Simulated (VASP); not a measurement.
Given:

```xyz
3
Lattice="4.4717 0.0000 0.0000 -2.2358 3.8726 0.0000 0.0000 0.0000 2.5940" Properties=species:S:1:pos:R:3 pbc="T T T"
Ni     0.0000     0.0000     0.0000
Ge     0.0000     2.5817     1.2970
Ge     2.2358     1.2909     1.2970
```

Computed with r2SCAN meta-GGA, VASP's PBE PAW potentials (set 64) (plane waves; VASP). Settings: 400 eV cut-off, 9×9×13 Γ-centred mesh, tetrahedra with Blöchl corrections, potentials Ni Ge_d.

**Question.** Tabulate the total density of states (states/eV per cell) against energy (eV; zero at the valence-band maximum or, without a gap, the Fermi level).

**Answer.** 
(E (eV), DOS (states/eV)): (-9.98, 0.62); (-9.38, 0.64); (-8.90, 0.58); (-8.30, 0.55); (-7.70, 0.35); (-7.22, 0.46); (-6.62, 0.65); (-6.02, 0.96); (-5.54, 0.67); (-4.94, 0.91); (-4.34, 1.09); (-3.86, 0.99); (-3.26, 1.62); (-2.66, 2.02); (-2.18, 1.69); (-1.58, 3.67); (-0.98, 4.35); (-0.50, 2.94); (0.10, 2.25); (0.70, 0.98); (1.18, 1.11); (1.78, 1.35); (2.38, 0.90); (2.86, 0.86); (3.46, 1.23)
Within 2 eV below the Fermi level the largest weight inside VASP's projection spheres is Ni d.

The structure was generated: NiGe2 was put into the AlB2 type (P6/mmm), which need not be its known phase. It was relaxed first, which changed the volume by -47 %. The run is not spin-polarised, so no magnetic state was tried.
